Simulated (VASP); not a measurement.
Energy against volume of NaI (rock salt). Level of theory: RPBE GGA, VASP's PBE PAW potentials (set 64) (plane waves; VASP). Run with 520 eV cut-off, 7×7×7 Γ-centred mesh, Gaussian smearing of 0.050 eV, potentials Na_pv I.

```tsv
V (Å³/atom)	E (eV/atom)
36.545	-2.52715
37.675	-2.52853
38.805	-2.52729
39.935	-2.52383
```

Task: Fit these four points and predict the energy of the run at 35.414 Å³/atom.

Result: A cubic in V^(−2/3), the third-order Birch-Murnaghan form, passes through the four points with V0 = 37.67 Å³/atom and B0 = 12 GPa, and gives -2.5227 eV/atom there. The run gave -2.5227 eV/atom, +0.0 meV/atom from the fit; all five points give B0 = 12 GPa.

The compound is NaI in the rock salt structure. It was relaxed first, which changed the volume by +11 %.
